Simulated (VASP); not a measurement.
# SrTlF3 (Pm-3m) in VASP: settings compared, part 2 of 2

VASP 6.6.1. The steps go on from the part before.

### Step 4. Single point, r2SCAN (hydrostatic strain -2.5%)

Input file INCAR:

```
SYSTEM = SrTlF3
PREC     = Accurate       ! precision mode
ENCUT    = 520            ! plane-wave cutoff, eV
EDIFF    = 1E-7           ! SCF threshold, eV
ISMEAR   = 0              ! smearing method
SIGMA    = 0.01           ! smearing width, eV
LREAL    = .False.        ! projectors in reciprocal space
LASPH    = .True.         ! aspherical terms in the spheres
NELM     = 80             ! most SCF steps
ALGO     = Normal         ! electronic algorithm
ISIF     = 2              ! what is computed and relaxed
LWAVE    = .False.        ! write WAVECAR
LCHARG   = .True.         ! write CHGCAR
METAGGA  = R2SCAN         ! meta-GGA
LMIXTAU  = .True.       
LELF     = .True.         ! ELF
LVHAR    = .True.       
NBANDS   = 30             ! bands
```

Input file KPOINTS:

```
regular mesh
0
Gamma
  6 6 6
  0 0 0
```

Input file POSCAR:

```
SrTlF3
1.0
    4.5908802038      0.0000000000      0.0000000000
    0.0000000000      4.5908802038      0.0000000000
    0.0000000000      0.0000000000      4.5908802038
Tl Sr F
1 1 3
Direct
    0.0000000000      0.0000000000      0.0000000000
    0.5000000000      0.5000000000      0.5000000000
    0.5000000000      0.5000000000      0.0000000000
    0.5000000000      0.0000000000      0.5000000000
    0.0000000000      0.5000000000      0.5000000000
```

Potentials or basis: VASP PAW PBE potentials, release 64 (Tl_d, Sr_sv, F).

Started as:

```bash
$ cat potpaw_PBE.64/Tl_d/POTCAR potpaw_PBE.64/Sr_sv/POTCAR potpaw_PBE.64/F/POTCAR > POTCAR
$ mpirun -np 1 vasp_std > vasp.out
```

OUTCAR:

```text
SYSTEM = SrTlF3
   PREC = Accurate
   ENCUT = 520
   EDIFF = 1E-7
   ISMEAR = 0
   LREAL = .False.
   LASPH = .True.
   NELM = 80
   ISIF = 2
   METAGGA = R2SCAN

 ion  position               nearest neighbor table
   1  0.000  0.000  0.000-   2 3.98   2 3.98   2 3.98   2 3.98   2 3.98   2 3.98   2 3.98   2 3.98

   2  0.500  0.500  0.500-   3 2.30   4 2.30   5 2.30   3 2.30   4 2.30   5 2.30   1 3.98   1 3.98
                             1 3.98   1 3.98   1 3.98   1 3.98   1 3.98   1 3.98
   3  0.500  0.500  0.000-   2 2.30   2 2.30
   4  0.500  0.000  0.500-   2 2.30   2 2.30
   5  0.000  0.500  0.500-   2 2.30   2 2.30

  LATTYP: Found a simple cubic cell.
 ALAT       =     4.5908802038

  Lattice vectors:

 A1 = (   4.5908802038,   0.0000000000,   0.0000000000)
 A2 = (   0.0000000000,   4.5908802038,   0.0000000000)
 A3 = (   0.0000000000,   0.0000000000,   4.5908802038)

Analysis of symmetry for initial positions (statically):
=====================================================================
 Subroutine PRICEL returns:
 Original cell was already a primitive cell.

 Routine SETGRP: Setting up the symmetry group for a
 simple cubic supercell.

 Subroutine GETGRP returns: Found 48 space group operations
 (whereof 48 operations were pure point group operations)
 out of a pool of 48 trial point group operations.

The static configuration has the point symmetry O_h .

Analysis of symmetry for dynamics (positions and initial velocities):
=====================================================================
 Subroutine PRICEL returns:
 Original cell was already a primitive cell.

 Routine SETGRP: Setting up the symmetry group for a
 simple cubic supercell.

 Subroutine GETGRP returns: Found 48 space group operations
 (whereof 48 operations were pure point group operations)
[... 122 lines left out ...]
     AMIX     =   0.40;   BMIX     =  1.00
     AMIX_MAG =   1.60;   BMIX_MAG =  1.00
  volume/ion in A,a.u.               =      19.35       130.59
  Fermi-wavevector in a.u.,A,eV,Ry     =   1.258915  2.379005 21.563426  1.584867
  Thomas-Fermi vector in A             =   2.392501
   LORBIT       =      0    0 simple, 1 ext, 2 COOP (PROOUT), +10 PAW based schemes
   METAGGA = R2SCAN    functional components
   LHFCALC =     F    Hartree Fock is set to
   AEXX    =    0.0000 exact exchange contribution
   IVDW    =     0    specifies the selected vdW correction
   LEPSILON=     F    determine dielectric tensor
   LRPA    =     F    only Hartree local field effects (RPA)
 non-spin polarized calculation
 Gauss-broadening in eV      SIGMA  =   0.01
  energy-cutoff  :      520.00
  volume of cell :       96.76
 maximum number of plane-waves:      2629
 NGX is ok and might be reduce to    36
   NGX = 17   NGY = 17   NGZ = 17

 number of electron      44.0000045 magnetization

 Free energy of the ion-electron system (eV)
  ---------------------------------------------------
  ext. energy  EPLUGINS =         0.00000000
  ---------------------------------------------------
  free energy    TOTEN  =       -93.16988892 eV

  energy without entropy =      -93.16988892  energy(sigma->0) =      -93.16988892

 E-fermi :  -1.1477     XC(G=0):  -9.4791

 val. band max:       -1.2122646446   @ k =   0.5000   0.0000   0.0000
 cond. band min:       3.6813652630   @ k =   0.5000   0.0000   0.0000
 fundamental gap:      4.8936299076
 Fermi energy:        -1.1477405620

 k-point     1 :       0.0000    0.0000    0.0000
  band No.  band energies     occupation
      1     -31.8087      2.00000
      2     -21.9464      2.00000
      3     -21.9464      2.00000
      4     -21.8632      2.00000
      5     -13.6081      2.00000
      6     -13.6081      2.00000
[... 649 lines left out ...]
     29      11.7839      0.00000
     30      11.7839      0.00000

------------------------ aborting loop because EDIFF is reached ----------------------------------------

  FORCE on cell =-STRESS in cart. coord.  units (eV):
  Direction    XX          YY          ZZ          XY          YZ          ZX
  --------------------------------------------------------------------------------------
  -------------------------------------------------------------------------------------
  Total        2.7636470      2.7636470      2.7636470      0.0000000      0.0000000     -0.0000000
  in kB       45.7620297     45.7620297     45.7620297      0.0000000      0.0000000     -0.0000000
  external PRESSURE =      45.7620297 kB  Pullay stress =       0.0000000 kB

 VOLUME and BASIS-vectors are now :
 -----------------------------------------------------------------------------
  energy-cutoff  :      520.00
  volume of cell :       96.76
      direct lattice vectors                 reciprocal lattice vectors
     4.590880204  0.000000000  0.000000000     0.217823153  0.000000000  0.000000000
     0.000000000  4.590880204  0.000000000     0.000000000  0.217823153  0.000000000
     0.000000000  0.000000000  4.590880204     0.000000000  0.000000000  0.217823153

 POSITION                                       TOTAL-FORCE (eV/Angst)
 -----------------------------------------------------------------------------------
      0.00000      0.00000      0.00000         0.000000      0.000000      0.000000
      2.29544      2.29544      2.29544         0.000000      0.000000      0.000000
      2.29544      2.29544      0.00000         0.000000      0.000000      0.000000
      2.29544      0.00000      2.29544         0.000000      0.000000      0.000000
      0.00000      2.29544      2.29544         0.000000      0.000000      0.000000
 -----------------------------------------------------------------------------------
    total drift:                                0.000000      0.000000      0.000000

  FREE ENERGIE OF THE ION-ELECTRON SYSTEM (eV)
  ---------------------------------------------------
  free  energy   TOTEN  =       -93.1698889225 eV

  energy  without entropy=      -93.1698889225  energy(sigma->0) =      -93.16988892
```

Wall time 1.8 min (1 thread of Intel Xeon 6975P-C (Granite Rapids), shared host); peak memory 0.25 GiB.

Results:

```
Free energy            : -93.1699 eV
Pressure               : 4.6 GPa
Band gap on the k mesh : 4.89 eV, direct
```

Caveat: the PAW data sets were made with another functional, which shifts forces and pressure a little; spin-orbit coupling is left out, which as a rule narrows the gap of such compounds by several tenths of an eV. A k mesh can miss the band edges.

### Step 5. Overview

```csv
level,cell,smearing,gap on the mesh (eV),pressure (GPa)
PBE,as given,fermi-dirac 0.02 eV,4.41,2.0
PBE,epitaxial_xy strain -0.5%,fermi-dirac 0.02 eV,4.40,2.4
r2SCAN,hydrostatic strain -2.5%,gaussian 0.01 eV,4.89,4.6
```

Alike in all rows: task single point; potentials or basis VASP PAW PBE potentials, release 64 (Tl_d, Sr_sv, F); no spin polarisation; k mesh 6 × 6 × 6; cutoff (eV) 520.

Caveats: spin-orbit coupling is left out, which as a rule narrows the gap of such compounds by several tenths of an eV; the PAW data sets were made with another functional, which shifts forces and pressure a little (some runs).

Total energies depend on the potentials used, so only differences within one code and one set of settings carry meaning.
